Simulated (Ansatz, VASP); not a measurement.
**GaF: VASP beside Ansatz**

```
Ga F
1.0
     3.16592    0.00000    0.00000
     0.00000    3.16592    0.00000
     0.00000    0.00000    3.16592
Ga F
1 1
Direct
  0.00000 0.00000 0.00000
  0.50000 0.50000 0.50000
```

The cell was built by a generator and needn't be a form met in nature.

Alike in both runs: task band structure; functional PBE; k mesh 8 × 8 × 8; occupations fermi-dirac, width 0.05 eV; no spin polarisation.

|  | VASP | Ansatz |
| --- | --- | --- |
| version | VASP 6.6.1 | Ansatz 0.2.0 |
| potentials or method | VASP PAW PBE potentials, release 64 (Ga_d_GW, F_GW) | Ansatz PAW |
| plane-wave cutoff (eV) | 550 | 420 |
| valence electrons in the cell | 20 | 20 |

VASP gave:

| Property | Result |
| --- | --- |
| gap on the k mesh at the Fermi level (eV) | 0.33 |
| least direct gap on the mesh (eV) | 1.12 |
| gap along the band path (eV) | 0.33 |

**Question.** Which values does Ansatz return?

**Answer.** gap on the k mesh at the Fermi level (eV): 0.34; least direct gap on the mesh (eV): 1.13; gap along the band path (eV): 0.34.
